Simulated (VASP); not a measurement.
Write the native input for VASP 6.6.1 that does the following.

```
Task                   : single point
Functional             : PBE
Potentials or basis    : VASP PAW PBE potentials, release 64 (Ca_sv, Mn_pv, Bi_d)
Cutoff                 : 520 eV
k mesh                 : 6 × 6 × 2
Occupations            : gaussian, width 0.1 eV
Spin                   : collinear spin, typed start
Starting moments       : [0.0, 4.0, 4.0, 0.0, 0.0] μB
Dipole correction      : no
Further INCAR settings : ALGO = Normal; EDIFF = 1e-06; NBANDS = 45
```

The structure of CaMn2Bi2 lies in POSCAR:

```
CaMn2Bi2
1.0
    4.6263818529      0.0000000000      0.0000000000
   -2.3131909265      4.0065642123      0.0000000000
    0.0000000000      0.0000000000      7.7287920000
Ca Mn Bi
1 2 2
Direct
    0.0000000000      0.0000000000      0.0000000000
    0.6666666700      0.3333333300      0.6207350000
    0.3333333300      0.6666666700      0.3792650000
    0.6666666700      0.3333333300      0.2488090000
    0.3333333300      0.6666666700      0.7511910000
```

The cell is a database's computed one.

One way to write it, as run:

INCAR

```
PREC     = Accurate       # precision mode
ENCUT    = 520            # plane-wave cutoff, eV
EDIFF    = 1E-6           # SCF threshold, eV
ISMEAR   = 0              # smearing method
SIGMA    = 0.1            # smearing width, eV
LREAL    = False          # projectors in reciprocal space
LASPH    = True           # aspherical terms in the spheres
NELM     = 150            # most SCF steps
ALGO     = Normal         # electronic algorithm
ISIF     = 2              # what is computed and relaxed
LWAVE    = False          # write WAVECAR
LCHARG   = True           # write CHGCAR
ISPIN    = 2              # spin polarisation
MAGMOM   = 0 4 4 0 0      # initial moments
LORBIT   = 11             # projections on sites
LMAXMIX  = 4              # l up to which the mixer works
GGA      = PE             # functional
LELF     = True           # ELF
LVHAR    = True         
NBANDS   = 45             # bands
```

KPOINTS

```
Automatic mesh
0
Gamma
  6 6 2
```

Potentials or basis: VASP PAW PBE potentials, release 64 (Ca_sv, Mn_pv, Bi_d).

Launch:

```console
$ cat potpaw_PBE.64/Ca_sv/POTCAR potpaw_PBE.64/Mn_pv/POTCAR potpaw_PBE.64/Bi_d/POTCAR > POTCAR
$ mpirun -np 1 vasp_std > vasp.out
```

It gave:

The pressure is -0.3 GPa. The largest force is 0.037 eV/Å and the band gap on the k mesh is none (metal or under the smearing width). The net moment is 9.07 μB per cell and the site moments are Ca +0.05; Mn +4.09; Bi -0.03 μB. The valence electrons inside the program's atomic spheres are Ca 8.11; Mn 11.36; Bi 13.01.

Caveat: the k mesh is coarse (spacing up to 0.41 Å⁻¹), so the values aren't converged; spin-orbit coupling is left out, which moves the levels of the heavy elements.

Wall time 3.2 min on 1 thread of Intel(R) Xeon(R) Platinum 8488C (Sapphire Rapids), with other jobs on the host, peak memory 0.4 GiB.
